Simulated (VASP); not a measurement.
The system is BaSrTi2O6.

```
Sr Ba Ti O
1.0
    -3.95564    3.95564    3.95564
     3.95564   -3.95564    3.95564
     3.95564    3.95564   -3.95564
Sr Ba Ti O
2 2 4 12
Direct
  0.50000 0.50000 0.50000
  0.00000 0.00000 0.50000
  0.00000 0.50000 0.00000
  0.50000 0.00000 0.00000
  0.00000 0.00000 0.00000
  0.50000 0.50000 0.00000
  0.50000 0.00000 0.50000
  0.00000 0.50000 0.50000
  0.00000 0.25000 0.25000
  0.50000 0.75000 0.25000
  0.50000 0.25000 0.75000
  0.00000 0.75000 0.75000
  0.25000 0.00000 0.25000
  0.75000 0.50000 0.25000
  0.75000 0.00000 0.75000
  0.25000 0.50000 0.75000
  0.25000 0.25000 0.00000
  0.75000 0.75000 0.00000
  0.75000 0.25000 0.50000
  0.25000 0.75000 0.50000
```

The cell was built by a generator and needn't be a form met in nature.

```yaml
Program: VASP 6.6.1
Task: relaxation of cell and atoms
Functional: PBEsol
Potentials_or_basis: VASP PAW PBE potentials, release 64 (Sr_sv, Ba_sv, Ti_sv, O)
Cutoff: 600 eV
k_mesh: 6 × 6 × 6
Occupations: gaussian, width 0.03 eV
Spin: no spin polarisation
```

At the start: pressure -2.0 GPa; volume 12.38 Å³/atom.

**Question.** Where does the relaxation end?

**Answer.** Over 5 steps the energy falls by 3.4 meV/atom and the volume is 12.23 Å³/atom (-1.2 %); space group P4/mmm (No. 123, to 0.05 Å).

The path:
```
step  energy change (eV)  largest force (eV/Å)  pressure (GPa)  volume (Å³)
   1              0.0000                0.3800           -1.99       247.58
   2             -0.0429                0.1804            1.95       242.11
   3             -0.0475                0.2290            0.98       243.40
   4             -0.0673                0.0303            0.15       244.41
   5             -0.0676                0.0014            0.01       244.57
```

Final structure:
```
Sr Ba Ti O
1.0
    -3.94062    3.94062    3.93739
     3.94062   -3.94062    3.93739
     3.94062    3.94062   -3.93739
Sr Ba Ti O
2 2 4 12
Direct
  0.50000 0.50000 0.50000
  0.00000 0.00000 0.50000
  0.00000 0.50000 0.00000
  0.50000 0.00000 0.00000
  0.00000 0.00000 0.00000
  0.50000 0.50000 0.00000
  0.50000 0.00000 0.50000
  0.00000 0.50000 0.50000
  0.00405 0.25000 0.25405
  0.50405 0.75000 0.25405
  0.49595 0.25000 0.74595
  0.99595 0.75000 0.74595
  0.25000 0.00405 0.25405
  0.75000 0.50405 0.25405
  0.75000 0.99595 0.74595
  0.25000 0.49595 0.74595
  0.25000 0.25000 0.00000
  0.75000 0.75000 0.00000
  0.75000 0.25000 0.50000
  0.25000 0.75000 0.50000
```

Caveat: the PAW data sets were made with another functional, which shifts forces and pressure a little.
